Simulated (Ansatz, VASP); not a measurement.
# Te2P in VASP and in Ansatz

```
CELL_PARAMETERS angstrom
5.93476 0.00000 0.00000
0.00000 5.93476 0.00000
0.00000 0.00000 5.93476
ATOMIC_POSITIONS crystal
Te 0.25000 0.25000 0.25000
Te 0.25000 0.75000 0.75000
Te 0.75000 0.75000 0.25000
Te 0.75000 0.25000 0.75000
P 0.00000 0.00000 0.00000
P 0.50000 0.50000 0.50000
```

Alike in both runs: functional PBE; k mesh 4 × 4 × 4; occupations gaussian, width 0.1 eV; no spin polarisation.

Ansatz relaxed the structure, and its values are those at the end. VASP's run is a single point on that final structure, the one shown.

```csv
,VASP,Ansatz
version,VASP 6.6.1,Ansatz 0.2.0
potentials or method,"VASP PAW PBE potentials, release 64 (Te, P)","scalar-relativistic, plane waves, PAW"
plane-wave cutoff (eV),520,420
valence electrons in the cell,34,74
```

|  | VASP | Ansatz | Ansatz less VASP |
| --- | --- | --- | --- |
| gap on the k mesh at the Fermi level (eV) | none | none | - |
| pressure (GPa) | -0.1 | -0.1 | +0.02 |

A gap of «none» marks a metal or a gap that the smearing closes. With one functional, cell and mesh, what is left measures potentials, basis and numerics. The two sets of potentials don't hold the same shells in valence.

Spin-orbit coupling is left out, which matters for the levels of Te.
